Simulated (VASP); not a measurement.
Here is a VASP 6.6.1 calculation.

File INCAR:

```
ALGO = Normal ; EDIFF = 1E-6
EDIFFG = -0.005 ; ENCUT = 600
GGA = PE ; IBRION = 2
ISIF = 3 ; ISMEAR = -1
IVDW = 12 ; LASPH = True
LCHARG = False ; LREAL = False
LWAVE = False ; NELM = 100
NSW = 40 ; PREC = Accurate
SIGMA = 0.05
```

Contents of KPOINTS:

```
k-points
0
Gamma
  7 7 5
```

File POSCAR:

```
MoI
1.0
    3.6232628200      0.0000000000      0.0000000000
    0.0000000000      3.6232628200      0.0000000000
    0.0000000000      0.0000000000      5.0420814100
Mo I
1 1
Direct
    0.5000000000      0.5000000000      0.5000000000
    0.0000000000      0.0000000000      0.5000000000
```

Potentials or basis: VASP PAW PBE potentials, release 64 (Mo_sv, I).

Run with:

```bash
$ cat potpaw_PBE.64/Mo_sv/POTCAR potpaw_PBE.64/I/POTCAR > POTCAR
$ mpirun -np 1 vasp_std > vasp.out
```

Task: Estimate the relaxed cell.

Result: a = 3.834 Å, b = 3.834 Å, c = 3.096 Å, α = 90.00°, β = 90.00°, γ = 90.00°.

Task: What does it give for the dispersion energy per atom?

Result: -0.649 eV.

Task: Predict the space group after relaxing (to 0.05 Å).

Result: P4/mmm (No. 123).

The path:
| step | energy change (eV) | largest force (eV/Å) | pressure (GPa) | volume (Å³) |
| --- | --- | --- | --- | --- |
| 1 | 0.0000 | 0.0000 | 8.69 | 66.19 |
| 2 | 0.1889 | 0.0000 | -9.10 | 83.84 |
| 3 | -0.3613 | 0.0000 | -2.91 | 73.22 |
| 4 | -0.3628 | 0.0000 | -2.46 | 72.82 |
| 5 | -0.3628 | 0.0000 | -2.31 | 72.69 |
| 6 | -0.5052 | 0.0000 | -3.02 | 68.94 |
| 7 | -1.0935 | 0.0000 | -5.15 | 58.45 |
| 8 | -0.2980 | 0.0000 | 36.48 | 37.17 |
| 9 | -1.3289 | 0.0000 | -5.45 | 55.07 |
| 10 | -1.8522 | 0.0000 | -1.56 | 46.15 |
| 11 | -1.8488 | 0.0000 | 3.55 | 45.61 |
| 12 | -1.6092 | 0.0000 | -7.86 | 52.32 |
| 13 | -1.8442 | 0.0000 | -2.66 | 46.80 |
| 14 | -1.8484 | 0.0000 | -2.16 | 46.46 |
| 15 | -1.8516 | 0.0000 | -1.28 | 45.93 |
| 16 | -1.8516 | 0.0000 | -1.05 | 45.85 |
| 17 | -1.8338 | 0.0000 | 2.25 | 44.88 |
| 18 | -1.8559 | 0.0000 | -0.13 | 45.55 |
| 19 | -1.8559 | 0.0000 | -0.13 | 45.55 |
| 20 | -1.8554 | 0.0000 | 1.23 | 45.39 |
| 21 | -1.8559 | 0.0000 | -0.01 | 45.53 |
| 22 | -1.8559 | 0.0000 | -0.06 | 45.53 |
| 23 | -1.8558 | 0.0000 | 0.37 | 45.46 |
| 24 | -1.8559 | 0.0000 | 0.02 | 45.52 |

Caveat: the volume moved by over 15 % at a fixed basis, so the end points are rough; an odd number of electrons without spin polarisation forces a metal; a magnetic or distorted state may lie lower. The run has no spin-orbit coupling, so splittings on I are missing.
